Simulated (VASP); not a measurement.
# RbBr (rock salt): computed properties

Method: r2SCAN meta-GGA, VASP's PBE PAW potentials (set 64) (plane waves; VASP).

```yaml
space_group: Fm-3m (225)
cell: a = b = c = 6.9235 Å, α = β = γ = 90.00°
volume_per_atom: 41.49 Å³/atom
band gap (over mesh and band path): 4.89 eV
smallest direct gap (over mesh and band path): 4.89 eV
band_edge_character: direct, Γ to Γ
density: 3.31 g/cm³
mean ε∞ (independent particles): 2.59
```

```yaml
crystal:
  lattice:
    - [0.00000, 3.46177, 3.46177]
    - [3.46177, 0.00000, 3.46177]
    - [3.46177, 3.46177, 0.00000]
  atoms:
    - { symbol: Rb, position: [0.00000, 0.00000, 0.00000] }
    - { symbol: Br, position: [0.50000, 0.50000, 0.50000] }
```

Measured: gap 7.20 eV (computed value off by -2.31 eV), as given by Aguado et al., (1998), arXiv:cond-mat/9809176.

The compound is RbBr in the rock salt structure. It was relaxed first. Symmetry was kept, so distortions that lower it aren't found.
